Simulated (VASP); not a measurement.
These are HSE06 screened hybrid (exact exchange on a k-mesh reduced by 3x3x1), VASP's PBE PAW potentials (set 64) (plane waves; VASP) values and carry that method's errors.

A VASP calculation is set up with these files.

### KPOINTS
```
Automatic mesh
0
Gamma
12 12 1
0 0 0
```

**INCAR**
```
SYSTEM=MoS2 monolayer
PREC=Normal; ENCUT=400; LREAL=.False.
LASPH=.True.; ISYM=3
EDIFF=1E-5; NELM=50; NELMIN=4
ALGO=Normal; LMAXMIX=4
ISMEAR=0; SIGMA=0.05
GGA=PE; LHFCALC=.True.; AEXX=0.25
HFSCREEN=0.2; PRECFOCK=Fast
ISIF=0
LWAVE=.False.; LCHARG=.False.; LVHAR=.True.
NKREDX=3; NKREDY=3
```

POSCAR:
```
MoS2 monolayer
1
    3.1841303342     0.0000000000    -0.0000000000
   -1.5920651671     2.7575376149     0.0000000000
   -0.0000000000     0.0000000000    21.5595861329
Mo S
1 2
Direct
  0.6666670000   0.3333330000   0.5000000000
  0.3333330000   0.6666670000   0.5724588885
  0.3333330000   0.6666670000   0.4275411115
```

POTCAR, in this order: Mo_sv S (PBE.64 set). Program: vasp_std. Read from the step before: WAVECAR.

Output of the run:

File OSZICAR:
```
       N       E                     dE             d eps       ncg     rms          rms(c)
DAV:   1    -0.262595019454E+02   -0.26260E+02   -0.70267E-01   715   0.627E+00    0.273E+00
DAV:   2    -0.262339975323E+02    0.25504E-01   -0.15493E-01   678   0.335E+00    0.145E+00
DAV:   3    -0.262375057015E+02   -0.35082E-02   -0.88137E-03   737   0.665E-01    0.690E-01
DAV:   4    -0.262358196068E+02    0.16861E-02   -0.78752E-03   662   0.551E-01    0.334E-01
DAV:   5    -0.262359693464E+02   -0.14974E-03   -0.10495E-03   654   0.250E-01    0.185E-01
DAV:   6    -0.262359262290E+02    0.43117E-04   -0.46239E-04   673   0.150E-01    0.109E-01
DAV:   7    -0.262359404895E+02   -0.14260E-04   -0.26386E-05   661   0.498E-02    0.547E-02
DAV:   8    -0.262359473203E+02   -0.68308E-05   -0.20806E-05   468   0.321E-02
   1 F= -.26235947E+02 E0= -.26235947E+02  d E =-.150609E-34
```

File OUTCAR:
```
------------------------ aborting loop because EDIFF is reached ----------------------------------------
  volume of cell :      189.30
      direct lattice vectors                 reciprocal lattice vectors
     3.184130334  0.000000000  0.000000000     0.314057496  0.181321189  0.000000000
    -1.592065167  2.757537615  0.000000000     0.000000000  0.362642379  0.000000000
     0.000000000  0.000000000 21.559586133     0.000000000  0.000000000  0.046383080
 POSITION                                       TOTAL-FORCE (eV/Angst)
 -----------------------------------------------------------------------------------
      1.59207      0.91918     10.77979        -0.000000      0.000000      0.000000
     -0.00000      1.83836     12.34198         0.000000      0.000000     -0.544254
     -0.00000      1.83836      9.21761         0.000000      0.000000      0.544254
 -----------------------------------------------------------------------------------
    total drift:                               -0.001325      0.000753      0.000000
  FREE ENERGIE OF THE ION-ELECTRON SYSTEM (eV)
  ---------------------------------------------------
  free  energy   TOTEN  =       -26.2359473203 eV

  energy  without entropy=      -26.2359473203  energy(sigma->0) =      -26.23594732

  exchange ACFDT corr.  =         0.00000000  see jH, gK, PRB 81, 115126
```
(Selected blocks of OUTCAR.)

Exact exchange is summed on a reduced mesh (NKRED).

The cell is a sheet with vacuum, built from MoS2 (2H layered). The cell's shape comes from a PBE relaxation.
